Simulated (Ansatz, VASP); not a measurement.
# Cross-check of Se (linear Se chain) between VASP and Ansatz

One calculation is typed for both programs; each brings its own data sets. How far apart do they land? The cell is taken from a series of runs on this material, whose earlier steps may have relaxed, scaled, displaced or heated it; both programs get it as it stands.

Calculated with Ansatz 0.2.0; plane waves, with VASP 6.6.1 beside it; RPBE.

## (1) Set-up

The cell holds 1 atom: 1 Se. Its edges and angles: a = 7.500 Å, b = 7.500 Å, c = 2.099 Å, α = 90.0°, β = 90.0°, γ = 90.0°. Vacuum lies along a and b. The structure's axis is c.

Structure file:

```xyz
1
Lattice="7.5000 0.0000 0.0000 0.0000 7.5000 0.0000 0.0000 0.0000 2.0990" Properties=species:S:1:pos:R:3
Se    3.7500    3.7500    0.0000
```

## (2) VASP: single point, RPBE, pair 1

A single point takes one fixed geometry, so differences don't come from the geometry; what else differs is listed under the comparison.

Lines of VASP's logs that name or quote its potential files are left out, and so is its time.

INCAR reads:

```
SYSTEM = Se
PREC = Accurate
ENCUT = 500
EDIFF = 1E-06
NELM = 200
ISMEAR = -1
SIGMA = 0.05
LREAL = .FALSE.
ALGO = Normal
GGA = RP
NBANDS = 9
ISPIN = 2
MAGMOM = 0
LORBIT = 11
LWAVE = .FALSE.
LCHARG = .FALSE.
ISIF = 2
LASPH = .TRUE.
GGA_COMPAT = .FALSE.
```

POSCAR reads:

```
Se
1.0
    7.5000000000      0.0000000000      0.0000000000
    0.0000000000      7.5000000000      0.0000000000
    0.0000000000      0.0000000000      2.0989563977
Se
1
Direct
    0.5000000000      0.5000000000      0.0000000000
```

KPOINTS reads:

```
Automatic mesh
0
Gamma
1 1 39
0 0 0
```

PAW data sets: Se (PBE family, release 64).

The run is started by

```console
$ mpirun -np 1 vasp_std
```

Numbers of over 12 decimals in the logs are rounded to 6 here.

Output:

```text
[banner, memory and clock lines left out]
running    1 mpi-ranks, on    1 nodes
 distrk:  each k-point on    1 cores,    1 groups
 distr:  one band on    1 cores,    1 groups

 POSCAR found type information on POSCAR Se
 POSCAR found :  1 types and       1 ions
|                                                                             |
|               ----> ADVICE to this user running VASP <----                  |
|                                                                             |
|     You enforced a specific xc type in the INCAR file but a different       |
|     [... a line on the potential file left out ...]
|     I HOPE YOU KNOW WHAT YOU ARE DOING!                                     |
|                                                                             |

 LDA part: xc-table for (Slater+PW92), standard interpolation
 POSCAR, INCAR and KPOINTS ok, starting setup
 FFT: planning ... GRIDC
 FFT: planning ... GRID_SOFT
 FFT: planning ... GRID
 WAVECAR not read
 entering main loop
       N       E                     dE             d eps       ncg     rms          rms(c)
DAV:   1     0.358656825322E+02    0.35866E+02   -0.20891E+03   720   0.436E+02
DAV:   2     0.757575441284E+00   -0.35108E+02   -0.26741E+02   901   0.695E+01
DAV:   3    -0.200843921883E+01   -0.27660E+01   -0.27627E+01   852   0.287E+01
DAV:   4    -0.203469237248E+01   -0.26253E-01   -0.25813E-01   948   0.320E+00
DAV:   5    -0.203488143495E+01   -0.18906E-03   -0.18896E-03   994   0.224E-01    0.669E+00
DAV:   6    -0.202215596912E+01    0.12725E-01   -0.97832E-03   850   0.451E-01    0.399E+00
DAV:   7    -0.201486537890E+01    0.72906E-02   -0.18473E-02   833   0.606E-01    0.118E-01
DAV:   8    -0.201457856571E+01    0.28681E-03   -0.35193E-04   769   0.124E-01    0.392E-02
DAV:   9    -0.201474326100E+01   -0.16470E-03   -0.56239E-05   768   0.527E-02    0.272E-02
DAV:  10    -0.201498097622E+01   -0.23772E-03   -0.54161E-05   722   0.443E-02    0.150E-02
DAV:  11    -0.201519216801E+01   -0.21119E-03   -0.95170E-05   756   0.484E-02    0.858E-03
DAV:  12    -0.201525178518E+01   -0.59617E-04   -0.34382E-06   828   0.131E-02    0.605E-03
DAV:  13    -0.201528041029E+01   -0.28625E-04   -0.15263E-06   759   0.694E-03    0.185E-03
DAV:  14    -0.201529607922E+01   -0.15669E-04   -0.65298E-07   753   0.374E-03    0.239E-03
DAV:  15    -0.201530244249E+01   -0.63633E-05   -0.45577E-07   751   0.326E-03    0.364E-04
DAV:  16    -0.201530262223E+01   -0.17974E-06   -0.10239E-08   875   0.804E-04
   1 F= -.20153026E+01 E0= -.20139452E+01  d E =-.271489E-02  mag=     0.0000
```

OUTCAR, selected parts (step 2):

```text
ion  position               nearest neighbor table
   1  0.500  0.500  0.000-

  LATTYP: Found a simple tetragonal cell.
 ALAT       =     7.5000000000
 C/A-ratio  =     0.2798608530

 Subroutine GETGRP returns: Found 16 space group operations
 (whereof 16 operations were pure point group operations)

The static configuration has the point symmetry D_4h.

 Found     20 irreducible k-points:

   k-points           NKPTS =     20   k-points in BZ     NKDIM =     20   number of bands    NBANDS=      9

   dimension x,y,z NGX =    56 NGY =   56 NGZ =   16
   dimension x,y,z NGXF=   112 NGYF=  112 NGZF=   32

   ENCUT  =  500.0 eV  36.75 Ry    6.06 a.u.  13.67 13.67  3.83*2*pi/ulx,y,z

   NELECT =       6.0000    total number of electrons

 k-points in reciprocal lattice and weights: Automatic mesh
   0.00000000  0.00000000  0.00000000       0.026
   0.00000000  0.00000000  0.02564103       0.051
   0.00000000  0.00000000  0.05128205       0.051
   0.00000000  0.00000000  0.07692308       0.051
   0.00000000  0.00000000  0.10256410       0.051
   0.00000000  0.00000000  0.12820513       0.051
   0.00000000  0.00000000  0.15384615       0.051
   0.00000000  0.00000000  0.17948718       0.051
   0.00000000  0.00000000  0.20512821       0.051
[...]
0.00000000  0.00000000  0.46153846       0.051
   0.00000000  0.00000000  0.48717949       0.051

 average (electrostatic) potential at core
       1 -62.1769

 E-fermi :  -2.7170

 spin component 1
 k-point     1 :       0.0000    0.0000    0.0000
  band No.  band energies     occupation
      1     -19.8615      1.00000
      2      -7.5642      1.00000
      3      -7.5642      1.00000
      4       0.0430      0.00000
      5       1.8753      0.00000
      6       2.9852      0.00000
      7       3.2954      0.00000
      8       3.2954      0.00000
    ...

 k-point     2 :       0.0000    0.0000    0.0256
  band No.  band energies     occupation
      1     -19.8397      1.00000
      2      -7.5417      1.00000
      3      -7.5417      1.00000
      4       0.0642      0.00000
      5       1.8976      0.00000
      6       3.0073      0.00000
      7       3.3177      0.00000
      8       3.3177      0.00000
    ...

 k-point     3 :       0.0000    0.0000    0.0513
  band No.  band energies     occupation
      1     -19.7745      1.00000
      2      -7.4741      1.00000
      3      -7.4741      1.00000
      4       0.1275      0.00000
      5       1.9644      0.00000
      6       3.0735      0.00000
      7       3.3849      0.00000
      8       3.3849      0.00000
    ...

 k-point     4 :       0.0000    0.0000    0.0769
  band No.  band energies     occupation
      1     -19.6657      1.00000
      2      -7.3617      1.00000
      3      -7.3617      1.00000
      4       0.2322      0.00000
      5       2.0758      0.00000
      6       3.1839      0.00000
      7       3.4967      0.00000
      8       3.4967      0.00000
    ...

 k-point     5 :       0.0000    0.0000    0.1026
  band No.  band energies     occupation
      1     -19.5132      1.00000
      2      -7.2048      1.00000
      3      -7.2048      1.00000
      4       0.3765      0.00000
      5       2.2318      0.00000
      6       3.3385      0.00000
      7       3.6531      0.00000
      8       3.6531      0.00000
    ...

 k-point     6 :       0.0000    0.0000    0.1282
  band No.  band energies     occupation
      1     -19.3170      1.00000
      2      -7.0038      1.00000
      3      -7.0038      1.00000
      4       0.5559      0.00000
      5       2.4322      0.00000
      6       3.5372      0.00000
      7       3.8539      0.00000
      8       3.8539      0.00000
    ...

  Total        0.0568483      0.0568483     12.3705643     -0.0000000      0.0000000      0.0000000
  in kB        0.7714403      0.7714403    167.8704092     -0.0000000      0.0000000      0.0000000
  external PRESSURE =      56.4710966 kB  Pullay stress =       0.0000000 kB

  energy-cutoff  :      500.00
  volume of cell :      118.07
      direct lattice vectors                 reciprocal lattice vectors
     7.500000000  0.000000000  0.000000000     0.133333333  0.000000000  0.000000000
     0.000000000  7.500000000  0.000000000     0.000000000  0.133333333  0.000000000
     0.000000000  0.000000000  2.098956398     0.000000000  0.000000000  0.476427238

 POSITION                                       TOTAL-FORCE (eV/Angst)
 -----------------------------------------------------------------------------------
      3.75000      3.75000      0.00000         0.000000      0.000000      0.000000
 -----------------------------------------------------------------------------------
    total drift:                                0.000000     -0.000000      0.000000

  FREE ENERGIE OF THE ION-ELECTRON SYSTEM (eV)
  ---------------------------------------------------
  free  energy   TOTEN  =        -2.0153026222 eV

  energy  without entropy=       -2.0125877293  energy(sigma->0) =       -2.01394518

 total charge
# of ion       s       p       d       tot
------------------------------------------
    1        1.511   2.348   0.134   3.993

 magnetization (x)
# of ion       s       p       d       tot
------------------------------------------
    1        0.000   0.000   0.000   0.000

[... 6 further parts left out ...]
```

## (3) Ansatz: single point, RPBE, pair 1

Ansatz runs on its default PAW (the set named soft_2) files.

The same cell, functional, mesh and smearing now go to Ansatz, which takes its cutoff from its data sets.

input.yaml reads:

```yaml
crystal:
  lattice:
    - [7.5, 0.0, 0.0]
    - [0.0, 7.5, 0.0]
    - [0.0, 0.0, 2.0989563977]
  atoms:
    - { symbol: Se, position: [0.5, 0.5, 0.0], spin: 0.3 }
magnetization:
  spin_polarized: true
kpoints:
  mp_grid: { grid: [1, 1, 39] }
scf:
  occupations: { method: fermi_dirac, width: 0.05 }
hamiltonian:
  xc: rpbe
output:
  transmission:
    e_range: [-2, 2]
    de: 0.035
    kmesh: [1, 1]
    reduced_basis: true
    leads: [[0, 0]]
  stress: true
```

The run is started by

```console
$ ansatz run input.yaml --threads 4 --pin off --max-ram 8192MiB --backend cpu --events-out ev --progress --plain --runs-dir out
```

Output:

```text
Engine: ansatz 0.2.0, aarch64-unknown-linux-gnu
Pseudopotentials: kind: paw
Pseudopotential: Se, paw, valence charge 16, recommended cutoff 420 eV (normal), Se.paw.azcp
Functional definition: RPBE
  parameter kappa = 0.804
  parameter beta = 0.066725
  exchange = rpbe_x(kappa = kappa, mu = beta*pi^2/3)
  correlation = pbe_c(beta = beta)
Crystal: 1 atoms, lattice volume = 118.066 Å³
Basis set: ecut = 420 eV, 2319 PW (Γ)
Bands: 13, of which v1, the nominal top of the filled ones, is band 8 counted from 1 (7 counted from 0)
Symmetry: 16 space group operations
Space group: P4/mmm (ITA 123), of the structure as read, at distance tolerance 4.9e-5 Å
Magnetic group: BNS 123.339 (UNI 999), of the structure as read, at distance tolerance 4.9e-5 Å
k-points: 20 of 39
Non-local potential: Se, projectors of the file, l = 0: 2, l = 1: 2, l = 2: 3, l = 3: 1
PAW form: soft (Blöchl's): semilocal exchange-correlation on the pseudo side does not see the compensation charge
PAW frozen core: Se, regenerated for the run's functional, and the local potential with it (the file was generated under x = pbe(κ = 0.804, μ = 0.219515), c = pbe(β = 0.066725))
PAW one-centre angular grid: Se, 590 points (default); XC on 64 Gauss nodes
Initial density: superposition of atomic densities (neutral atoms: chi_scale 0, normalization atom)
Starting moments: Σ|m| = 0.3 μB on 1 of 1 site
Initial wavefunctions: pseudopotential atomic-orbital guess
Functional: x = rpbe, c = pbe(β = 0.066725)
iter 1 solved again at ethr=3.10e-4 eV; its pass at ethr=3.10e-3 eV (dr2=4.96e-2 eV) is discarded
SCF iter   1: F=—  HF=-5473.942934 eV  |F-HF|=—  |Δ(HF+E_count)|=         —  Δρ=1.16e-2 (↑1.16e-2 ↓1.08e-2)  dr2=5.00e-2  dr2_m=1.28e-1  M=0.046 μB ∫|m|=0.048 μB  β_m=0.30  ethr=3.10e-4  ⟨swp⟩=1.0  Hψ=4074  notcnv=0
preconditioner: auto → LDOS  [metal: Δε(μ)=0.140 eV  Ē_g=11.154 eV  σ=0.050 eV  W_gap=0.45  n_scr=20 (ndim 8)  ℏωp=7.4 eV  f_vac=0.710  D(μ)=0.77/eV (n_scr^D=4)]
spin=Collinear: LDOS preconditioning applied to the charge; magnetization (m = ρ↑ − ρ↓) channel mixes plain (no charge-response kernel on spin).
SCF iter   2: F=—  HF=-5473.943654 eV  |F-HF|=—  |Δ(HF+E_count)|=   7.21e-4  Δρ=8.18e-3 (↑8.18e-3 ↓7.58e-3)  dr2=2.38e-2  dr2_m=6.34e-2  M=0.028 μB ∫|m|=0.030 μB  β_m=0.30  ethr=3.10e-4  ⟨swp⟩=2.0  Hψ=714  notcnv=0
preconditioner: auto → Resta (q_TF=auto, 1.955 Å⁻¹)  ε∞=1.4  [insulator: Δε(μ)=0.117 eV  Ē_g=11.286 eV  σ=0.050 eV  W_gap=0.51  n_scr=20 (ndim 8)  ℏωp=7.5 eV  f_vac=0.715  D(μ)=0.62/eV (n_scr^D=4)  ε∞_Penn≈1.4  vacuum switching on, ρ_ref=9.2e-3 e/Å³]
spin=Collinear: Resta preconditioning applied to the charge; magnetization (m = ρ↑ − ρ↓) channel mixes plain (no charge-response kernel on spin).
SCF iter   3: F=—  HF=-5473.945113 eV  |F-HF|=—  |Δ(HF+E_count)|=   1.46e-3  Δρ=5.50e-3 (↑5.50e-3 ↓5.36e-3)  dr2=4.68e-4  dr2_m=3.17e-2  M=0.011 μB ∫|m|=0.014 μB  β_m=0.30  ethr=1.49e-4  ⟨swp⟩=3.1  Hψ=1002  notcnv=0
SCF iter   4: F=—  HF=-5473.947360 eV  |F-HF|=—  |Δ(HF+E_count)|=   2.25e-3  Δρ=3.85e-3 (↑3.77e-3 ↓3.85e-3)  dr2=7.62e-5  dr2_m=1.57e-2  M=0.008 μB ∫|m|=0.010 μB  β_m=0.30  ethr=2.92e-6  ⟨swp⟩=2.0  Hψ=1039  notcnv=0
SCF iter   5: F=—  HF=-5473.948638 eV  |F-HF|=—  |Δ(HF+E_count)|=   1.28e-3  Δρ=2.72e-3 (↑2.63e-3 ↓2.72e-3)  dr2=1.90e-5  dr2_m=7.75e-3  M=0.006 μB ∫|m|=0.008 μB  β_m=0.30  ethr=4.76e-7  ⟨swp⟩=2.2  Hψ=1016  notcnv=0
SCF iter   6: F=—  HF=-5473.949245 eV  |F-HF|=—  |Δ(HF+E_count)|=   6.06e-4  Δρ=1.88e-3 (↑1.88e-3 ↓1.88e-3)  dr2=2.54e-7  dr2_m=3.83e-3  M=0.005 μB ∫|m|=0.006 μB  β_m=0.30  ethr=1.19e-7  ⟨swp⟩=2.0  Hψ=1032  notcnv=0
SCF iter   7: F=—  HF=-5473.949539 eV  |F-HF|=—  |Δ(HF+E_count)|=   2.95e-4  Δρ=1.32e-3 (↑1.32e-3 ↓1.32e-3)  dr2=8.70e-8  dr2_m=1.90e-3  M=0.004 μB ∫|m|=0.004 μB  β_m=0.30  ethr=6.25e-10  ⟨swp⟩=7.6  Hψ=2869  notcnv=0
Mixer restart at iter 7: flushing history
spin-set hold released at iteration 7 (site moments contracting): the magnetisation degrees of freedom join the quasi-Newton model from the next iteration; the mixer history was flushed
SCF iter   8: F=—  HF=-5473.949692 eV  |F-HF|=—  |Δ(HF+E_count)|=   1.53e-4  Δρ=9.33e-4 (↑9.33e-4 ↓9.32e-4)  dr2=4.78e-8  dr2_m=9.41e-4  M=0.003 μB ∫|m|=0.003 μB  β_m=0.65  ethr=5.44e-10  ⟨swp⟩=7.0  Hψ=2527  notcnv=0
SCF iter   9: F=—  HF=-5473.949859 eV  |F-HF|=—  |Δ(HF+E_count)|=   1.66e-4  Δρ=2.71e-5 (↑2.62e-5 ↓2.71e-5)  dr2=3.50e-9  dr2_m=7.67e-7  M=0.000 μB ∫|m|=0.000 μB  β_m=0.82  ethr=2.99e-10  ⟨swp⟩=7.9  Hψ=2709  notcnv=0
SCF iter  10: F=—  HF=-5473.949859 eV  |F-HF|=—  |Δ(HF+E_count)|=   6.35e-7  Δρ=8.50e-6 (↑8.50e-6 ↓8.32e-6)  dr2=1.43e-10  dr2_m=7.65e-8  M=0.000 μB ∫|m|=0.000 μB  β_m=0.91  ethr=2.19e-11  ⟨swp⟩=5.0  Hψ=2235  notcnv=0
SCF iter  11: F=—  HF=-5473.949859 eV  |F-HF|=—  |Δ(HF+E_count)|=   8.77e-8  Δρ=7.05e-7 (↑4.89e-7 ↓7.05e-7)  dr2=1.79e-10  dr2_m=3.73e-10  M=0.000 μB ∫|m|=0.000 μB  β_m=0.96  ethr=1.00e-12  ⟨swp⟩=4.0  Hψ=1465  notcnv=0
SCF iter  12: F=-5473.949859 eV  HF=-5473.949859 eV  |F-HF|=2.35e-10  |Δ(HF+E_count)|=  6.51e-10  Δρ=1.57e-7 (↑1.57e-7 ↓7.68e-8)  dr2=8.20e-11  dr2_m=4.99e-12  M=0.000 μB ∫|m|=0.000 μB  ethr=1.00e-12  ⟨swp⟩=3.1  Hψ=1324  notcnv=0
SCF 1 converged in 12 iterations: F = -5473.949859 eV  dr2 = 8.20e-11
  greatest PAW one-centre occupation: 1.000 electrons in one spin orbital (limit 2), on the Se atom at site 0 (counted from 0), in its partial waves of l = 2
WARN: the starting moments were not kept: the SCF closed with an absolute magnetisation of 1.4e-6 μB, where they sum to 0.3 μB in size (1 site). That is at most 0.1 of that sum. Measured as dr2_m measures the in/out step, that magnetisation stands 5.2e-13 eV from none, at or under the dr2_threshold of 1.0e-7 eV: it is no larger than a step whose dr2_m would equal this threshold. The system may hold no moment; this SC [...]
transmission: 6 of 36 steps passed
transmission: 9 of 36 steps passed
[...]
transmission: 36 of 36 steps passed
SCF converged after 12 iterations
Magnetization: 0.0000 μB (8.0000 up, 8.0000 down)
Absolute magnetization: 0.0000 μB (∫|ρ↑−ρ↓|, with the PAW one-centre terms)
Spin contamination: 0.0000 ħ² per cell (⟨S²⟩ above its minimum at these occupations)
Per-site moments (μB) at R_I (Å): [(6.464517226089872e-7, 0.865820)]
Free energy (F): -5473.949859 eV
Harris-Foulkes:  -5473.949859 eV  (|F-HF|=2.35e-10)
Internal energy: -5473.946799 eV  (E = F + TS)
E sigma→0 (E₀):  -5473.948329 eV
Entropy (-TS):   -0.003060 eV (-3.060 meV/atom)
Fermi energy:    -1.755749 eV
--- Per-component energies (eV) ---
  E_band       = -556.114110
  E_kinetic    = 121.040355
  E_local      = -5212.580061  (includes V_loc(G=0)·N_el)
  E_nonlocal   = -596.342388
  E_hartree    = 2504.982895
  E_xc         = -105.250226
  E_vxc        = -99.069518  (∫ρ·V_xc dr)
  E_paw        = -1916.811715  (= ΣΔE_a)
  E_vpaw       = 220.871575  (= ΣTr[D̂ρ^β])
  E_aug_tail   = -0.000600  (compensation charges beyond the density's cutoff)
  E_ewald      = -268.710459
  E_core_change = -0.274599  (= ΣΔE_core)
  E_smearing   = -0.003060  (= −TS)
  E_closure    = -0.000000  (closes the sum)
  Σ components = -5473.949859   (vs F -5473.949859, Δ=0.00e0)
--- Stress (GPa, compression-positive) ---
        0.078559       0.000000       0.000000
        0.000000       0.078559       0.000000
        0.000000       0.000000      16.589072
  P = ⅓ Tr σ = 5.5821 GPa (55.821 kbar)
--- Band table (eV; the first three rows and the last of 40) ---
  k-point 0 ↑: bands = [... 4 lower, -50.1593, -18.8990, -6.5900, -6.5900, 1.0119, 2.8480, 3.9650, 4.2645, ... 1 higher]
  k-point 1 ↑: bands = [... 4 lower, -50.1592, -18.8774, -6.5675, -6.5675, 1.0331, 2.8703, 3.9871, 4.2869, ... 1 higher]
  k-point 2 ↑: bands = [... 4 lower, -50.1588, -18.8126, -6.5000, -6.5000, 1.0965, 2.9372, 4.0535, 4.3540, ... 1 higher]
  k-point 19 ↓: bands = [... 4 lower, -50.1421, -10.9626, -10.0086, -0.3163, -0.3163, 5.2859, 5.2859, 9.0824, ... 1 higher]
--- Transmission ---
  basis      : 497 plane waves across, 3 finite elements along
  points     : 1, standing for a mesh of 1 x 1
  filling    : by the input's occupations and mesh, since the crystals that have channels conduct as metals do. If one of these is a semiconductor, that mesh has misplaced its level
  energies   : 115 from -2.000000 to 1.990000 eV about the Fermi level, 0.035000 eV apart; the leads are filled to 0.000000 eV, and channels, transmission and decay are at -0.005000 eV
  crystal 0  : Se1, at the sites [0, 0], period 2.0990 Å: whole cells are its period
    offset         : up to 0.0000 Å between an atom of the period and one for which it stands
    filled         : 1.7 meV over the level at which it is neutral
    channels       : 3.000000e0 up, 3.000000e0 down
    conductance    : 4.1323e14 S/m² at 300 K; may be off by some 0.0 % by where its bands' edges are placed, 0.0 % from the distance to neutral
```

## (4) Differences

Known differences besides the potentials themselves: the data sets hold 16 valence electrons in Ansatz (on its default PAW (the set named soft_2) files) and 6 in VASP; the cutoff is 420 eV in Ansatz and 500 eV in VASP; Ansatz makes its cores anew for this functional, VASP keeps those of its PBE data sets. Total energies have different zeros and are not compared.

Both answers:

```
      quantity  Ansatz  VASP  difference
pressure (GPa)    5.58  5.65       -0.07
```

## (5) Ansatz: single point, RPBE, pair 2

With cell and atoms fixed, the geometry can't cause a difference; cores, projectors, grids and the points listed under the comparison can. The cell compared in this pair holds 123.43 Å³, against 118.07 Å³ for the pair before.

The cell is taken from a series of runs on this material, whose earlier steps may have relaxed, scaled, displaced or heated it; both programs get it as it stands.

Edit input.yaml of step 3 so:

```diff
@@ -4,3 +4,3 @@
     - [0.0, 7.5, 0.0]
-    - [0.0, 0.0, 2.0989563977]
+    - [0.0, 0.0, 2.1943635067]
   atoms:
@@ -10,3 +10,3 @@
 kpoints:
-  mp_grid: { grid: [1, 1, 39] }
+  mp_grid: { grid: [1, 1, 37] }
 scf:
```

Output:

```text
[...]
Crystal: 1 atoms, lattice volume = 123.433 Å³
Basis set: ecut = 420 eV, 2431 PW (Γ)
Bands: 13, of which v1, the nominal top of the filled ones, is band 8 counted from 1 (7 counted from 0)
Symmetry: 16 space group operations
[...]
k-points: 19 of 37
[...]
Starting moments: Σ|m| = 0.3 μB on 1 of 1 site
[...]
--- Transmission ---
  basis      : 497 plane waves across, 3 finite elements along
  points     : 1, standing for a mesh of 1 x 1
[...]
crystal 0  : Se1, at the sites [0, 0], period 2.1944 Å: whole cells are its period
[...]
filled         : 28.5 meV over the level at which it is neutral
    channels       : 3.000000e0 up, 3.000000e0 down
[...]
[key lines of the parts left out:]
SCF converged after 13 iterations
Magnetization: 0.0000 μB (8.0000 up, 8.0000 down)
Free energy (F): -5474.387883 eV
Fermi energy:    -2.204232 eV
P = ⅓ Tr σ = 3.0000 GPa (30.000 kbar)
```

[end of part 1 of 2]

[Lines on the potential files, build, host, timing and source positions are cut from VASP's logs without a mark.]

[Logs are printed without paths, hosts, clocks, repeated set-up lines and the standing remarks that a program may print on its own settings, such as how far it seeks lower states.]

[Hosts, paths, dates, database ids (printed as entryN), source tags and the programs' standing remarks are cut or masked in the printed files.]
